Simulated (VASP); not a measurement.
These are PBE GGA with D3 dispersion (zero damping), VASP's PBE PAW potentials (set 64) (plane waves; VASP 6.6.1) values and carry that method's errors.

VASP input:

KPOINTS:
```
Automatic mesh
0
Gamma
7 7 7
0 0 0
```

### POSCAR
```
KCl
3.2546280
  0.0000000000   1.0000000155   1.0000000155
  1.0000000155   0.0000000000   1.0000000155
  1.0000000155   1.0000000155   0.0000000000
K Cl
1 1
Cart
  0.0000000000   0.0000000000   0.0000000000
  1.0000000155   1.0000000155   1.0000000155
```

### INCAR
```
# general
SYSTEM=KCl
PREC  =Accurate
ENCUT =520
LREAL =F
LASPH =T

# electronic loop
EDIFF =1E-7
NELM  =100
ALGO  =Normal

# smearing
ISMEAR=0
SIGMA =0.05

# functional
GGA   =PE
IVDW  =11

# ions
ISIF  =2

# output
LWAVE =F
LCHARG=F
```

POTCAR, in this order: K_sv Cl (PBE.64 set). Program: vasp_std.

The resulting files:

**OUTCAR**
```
 ion  position               nearest neighbor table
   1  0.000  0.000  0.000-
   2  0.500  0.500  0.500-
  LATTYP: Found a face centered cubic cell.
 ALAT       =     6.5092561012
 Subroutine PRICEL returns:
 Original cell was already a primitive cell.
 Subroutine GETGRP returns: Found 48 space group operations
The static configuration has the point symmetry O_h .
The dynamic configuration has the point symmetry O_h .
 Subroutine INISYM returns: Found 48 space group operations
 Subroutine IBZKPT returns following result:
 Found     20 irreducible k-points:

 Following reciprocal coordinates:
            Coordinates               Weight
  0.000000  0.000000  0.000000      1.000000
  0.142857  0.000000  0.000000      8.000000
  0.285714  0.000000  0.000000      8.000000
  0.428571  0.000000  0.000000      8.000000
  0.142857  0.142857  0.000000      6.000000
  0.285714  0.142857  0.000000     24.000000
  0.428571  0.142857  0.000000     24.000000
 -0.428571  0.142857  0.000000     24.000000
 -0.285714  0.142857  0.000000     24.000000
 -0.142857  0.142857  0.000000     12.000000
  0.285714  0.285714  0.000000      6.000000
  0.428571  0.285714  0.000000     24.000000
 -0.428571  0.285714  0.000000     24.000000
 -0.285714  0.285714  0.000000     12.000000
  0.428571  0.428571  0.000000      6.000000
 -0.428571  0.428571  0.000000     12.000000
  0.428571  0.285714  0.142857     24.000000
 -0.428571  0.285714  0.142857     48.000000
 -0.428571  0.428571  0.142857     24.000000
 -0.285714  0.428571  0.142857     24.000000
   k-points           NKPTS =     20   k-points in BZ     NKDIM =     20   number of bands    NBANDS=     12
   number of dos      NEDOS =    301   number of ions     NIONS =      2
   total plane-waves  NPLWV =  46656
   dimension x,y,z NGX =    36 NGY =   36 NGZ =   36
...
```

File OSZICAR:
```
       N       E                     dE             d eps       ncg     rms          rms(c)
DAV:   1     0.105541660431E+03    0.10554E+03   -0.70913E+03   480   0.117E+03
DAV:   2    -0.927470291256E+00   -0.10647E+03   -0.98816E+02   672   0.267E+02
DAV:   3    -0.692115919109E+01   -0.59937E+01   -0.59637E+01   620   0.611E+01
DAV:   4    -0.712512493724E+01   -0.20397E+00   -0.20373E+00   888   0.992E+00
DAV:   5    -0.712578129523E+01   -0.65636E-03   -0.65635E-03   628   0.633E-01    0.296E+00
DAV:   6    -0.680493771102E+01    0.32084E+00   -0.59649E-01   580   0.404E+00    0.241E+00
DAV:   7    -0.678594138212E+01    0.18996E-01   -0.13831E-01   608   0.221E+00    0.143E+00
DAV:   8    -0.679936663634E+01   -0.13425E-01   -0.22387E-02   668   0.125E+00    0.181E-01
DAV:   9    -0.680050917543E+01   -0.11425E-02   -0.17713E-03   632   0.291E-01    0.108E-01
DAV:  10    -0.680121327881E+01   -0.70410E-03   -0.66933E-04   540   0.214E-01    0.132E-02
DAV:  11    -0.680122886339E+01   -0.15585E-04   -0.25823E-05   684   0.376E-02    0.764E-03
DAV:  12    -0.680123239653E+01   -0.35331E-05   -0.67330E-06   576   0.188E-02    0.278E-03
DAV:  13    -0.680123261612E+01   -0.21960E-06   -0.80524E-07   616   0.744E-03    0.521E-04
DAV:  14    -0.680123271463E+01   -0.98508E-07   -0.11328E-07   560   0.274E-03
   1 F= -.71712194E+01 E0= -.71712194E+01  d E =-.308581E-12
```

OUTCAR:
```
------------------------ aborting loop because EDIFF is reached ----------------------------------------
 Edisp (eV)   -0.36999
  FORCE on cell =-STRESS in cart. coord.  units (eV):
  Direction    XX          YY          ZZ          XY          YZ          ZX
  --------------------------------------------------------------------------------------
  Total      -0.34723    -0.34723    -0.34723     0.00000     0.00000     0.00000
  in kB      -8.06857    -8.06857    -8.06857     0.00000     0.00000     0.00000
  external pressure =       -8.07 kB  Pullay stress =        0.00 kB
  volume of cell :       68.95
      direct lattice vectors                 reciprocal lattice vectors
     0.000000000  3.254628051  3.254628051    -0.153627386  0.153627386  0.153627386
     3.254628051  0.000000000  3.254628051     0.153627386 -0.153627386  0.153627386
     3.254628051  3.254628051  0.000000000     0.153627386  0.153627386 -0.153627386
  FREE ENERGIE OF THE ION-ELECTRON SYSTEM (eV)
  ---------------------------------------------------
  free  energy   TOTEN  =        -7.1712193510 eV

  energy  without entropy=       -7.1712193510  energy(sigma->0) =       -7.17121935
```
(Selected blocks of OUTCAR.)

The compound is KCl in the rock salt structure. This cell is one point of a volume scan, at 1.06 of the reference volume.
